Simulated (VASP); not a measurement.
Given:

```xyz
2
Lattice="4.0437 0.0000 0.0000 0.0000 4.0437 0.0000 0.0000 0.0000 4.0437" Properties=species:S:1:pos:R:3 pbc="T T T"
Cs     0.0000     0.0000     0.0000
I      2.0218     2.0218     2.0218
```

Calculation: PBEsol GGA, VASP's PBE PAW potentials (set 64) (plane waves; VASP). Run with 500 eV cut-off, 7×7×7 Γ-centred mesh, Gaussian smearing of 0.050 eV, potentials Cs_sv I.

Energy and stress use the plane-wave basis of the starting cell.

Problem. The ions, cell shape and volume at an external pressure of 20.0 GPa are relaxed. Which structure does the run end with?

Solution. 
```xyz
2
Lattice="3.8648 0.0000 0.0000 0.0000 3.8648 0.0000 0.0000 0.0000 3.8648" Properties=species:S:1:pos:R:3 pbc="T T T"
Cs     0.0000     0.0000     0.0000
I      1.9324     1.9324     1.9324
```
Space group Pm-3m (221), at a tolerance of 0.03 Å.

Problem. How do energy and volume change from the first to the last step?

Solution. The energy (σ→0) changes by +377.5 meV/atom and the volume by -12.7 %, in 4 ionic steps.

The compound is CsI in the CsCl type structure. This run relaxes it under an external pressure of 20 GPa. Symmetry was kept, so distortions that lower it aren't found.
